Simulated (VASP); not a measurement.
Data:

```
CELL_PARAMETERS angstrom
      3.98114     0.00000     0.00000
      0.00000     3.98114     0.00000
      0.00000     0.00000     3.98114
ATOMIC_POSITIONS crystal
  Cu 0.75000 0.25000 0.75000
  Cu 0.25000 0.75000 0.75000
  Cu 0.75000 0.75000 0.25000
  Cu 0.25000 0.25000 0.25000
  O  0.00000 0.00000 0.00000
  O  0.50000 0.50000 0.50000
```

All values below come from LDA (Ceperley-Alder, Perdew-Zunger), VASP's LDA PAW potentials (set 64) (plane waves; VASP). Settings: 620 eV cut-off, 6×6×6 Γ-centred mesh, Gaussian smearing of 0.050 eV, potentials Cu O.

### Question
What does the run give for the energy per atom (σ→0), pressure, band gap (on the k-mesh) with the smallest direct gap where there is one?

### Answer

| Quantity | Value |
|---|---|
| band gap (on the k-mesh) | 0.45 eV |
| smallest direct gap (on the k-mesh) | 0.45 eV |
| energy per atom (σ→0) | -5.298 eV/atom |
| pressure | 29.77 GPa |

The compound is Cu2O in the cuprite structure. It was relaxed first under an external pressure of 30 GPa.
